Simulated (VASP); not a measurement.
Write the native input for VASP 6.6.1 that does the following.

| Quantity | Value |
| --- | --- |
| Task | single point |
| Functional | PBE |
| Potentials or basis | VASP PAW PBE potentials, release 64 (Sc_sv, Te, Pd) |
| Cutoff | 520 eV |
| k mesh | 8 × 8 × 8 |
| Occupations | fermi-dirac, width 0.05 eV |
| Spin | no spin polarisation |
| Further INCAR settings | ALGO = Normal; EDIFF = 1e-07; NBANDS = 24 |

The structure of ScTe2Pd lies in POSCAR:

```
ScTe2Pd
1.0
    1.9860458000      1.1466440800      7.3258211100
   -1.9860458000      1.1466440800      7.3258211100
    0.0000000000     -2.2932881500      7.3258211100
Sc Te Pd
1 2 1
Direct
    0.5000000000      0.5000000000      0.5000000000
    0.2319827100      0.2319827100      0.2319827100
    0.7680172900      0.7680172900      0.7680172900
    0.0000000000      0.0000000000      0.0000000000
```

The cell was built by a generator and needn't be a form met in nature.

These files were run (other wordings do the same):

INCAR

```
SYSTEM = ScTe2Pd
PREC = Accurate
ENCUT = 520
EDIFF = 1E-7
ISMEAR = -1
SIGMA = 0.05
LREAL = .FALSE.
LASPH = .TRUE.
NELM = 80
ALGO = Normal
ISIF = 2
LWAVE = .FALSE.
LCHARG = .FALSE.
GGA = PE
NBANDS = 24
```

KPOINTS

```
Automatic mesh
0
G
  8 8 8
  0 0 0
```

Potentials or basis: VASP PAW PBE potentials, release 64 (Sc_sv, Te, Pd).

Run with:

```sh
$ cat potpaw_PBE.64/Sc_sv/POTCAR potpaw_PBE.64/Te/POTCAR potpaw_PBE.64/Pd/POTCAR > POTCAR
$ mpirun -np 1 vasp_std > vasp.out
```

It gave:

```yaml
Pressure: 7.8 GPa
Largest_force: 3.200 eV/Å
Band_gap_on_the_k_mesh: none (metal or under the smearing width)
```

Caveat: forces of over 1 eV/Å show positions far from the minimum, so gaps and moduli don't describe the material at rest.

Run time: 4.8 min on 1 thread of Intel(R) Xeon(R) 6975P-C (Granite Rapids), on a shared host, peak memory 0.58 GiB.
